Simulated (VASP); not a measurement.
Calculation: PBE GGA, VASP's PBE PAW potentials (set 64) (plane waves; VASP).

VASP ran on this input.

**INCAR**
```
ALGO = Normal
EDIFF = 1E-6
ENCUT = 520
GGA = PE
ISIF = 2
ISMEAR = 0
LASPH = T
LCHARG = F
LMAXMIX = 4
LREAL = F
LWAVE = F
NELM = 100
PREC = Accurate
SIGMA = 0.05
SYSTEM = InAs
```

**KPOINTS**
```
kpoints
0
Gamma
  6 6 6
```

### POSCAR
```
InAs
4.2850670
  0.0000000000   0.7071067967   0.7071067967
  0.7071067967   0.0000000000   0.7071067967
  0.7071067967   0.7071067967   0.0000000000
In As
1 1
Cart
  0.0000000000   0.0000000000   0.0000000000
  0.3535533983   0.3535533983   0.3535533983
```

POTCAR, in this order: In_d As (PBE.64 set). Program: vasp_std.

Unless said otherwise, spin-orbit coupling is left out, though it shifts the bands of the heavy elements here.

What does the run give for the energy per atom (σ→0), pressure, band gap (on the k-mesh)?

The energy per atom (σ→0) is -3.831 eV/atom. The band gap (on the k-mesh) comes out as none (metal, semimetal or under 0.01 eV) and the pressure comes out as 36.4 kbar.

### OSZICAR
```
...
DAV:   7    -0.766076990801E+01    0.24075E-01   -0.14508E-01   605   0.370E+00    0.732E-01
DAV:   8    -0.766174885038E+01   -0.97894E-03   -0.13796E-02   484   0.170E+00    0.206E-01
DAV:   9    -0.766239755919E+01   -0.64871E-03   -0.11987E-03   491   0.414E-01    0.120E-01
DAV:  10    -0.766253850304E+01   -0.14094E-03   -0.20096E-04   551   0.211E-01    0.776E-02
DAV:  11    -0.766258153298E+01   -0.43030E-04   -0.15554E-04   441   0.150E-01    0.645E-02
DAV:  12    -0.766258434638E+01   -0.28134E-05   -0.12634E-05   454   0.309E-02    0.131E-02
DAV:  13    -0.766258459996E+01   -0.25358E-06   -0.24817E-06   491   0.116E-02
   1 F= -.76625846E+01 E0= -.76624061E+01  d E =-.357089E-03
```

The compound is InAs in the zinc blende structure. The cell was not relaxed at this level.
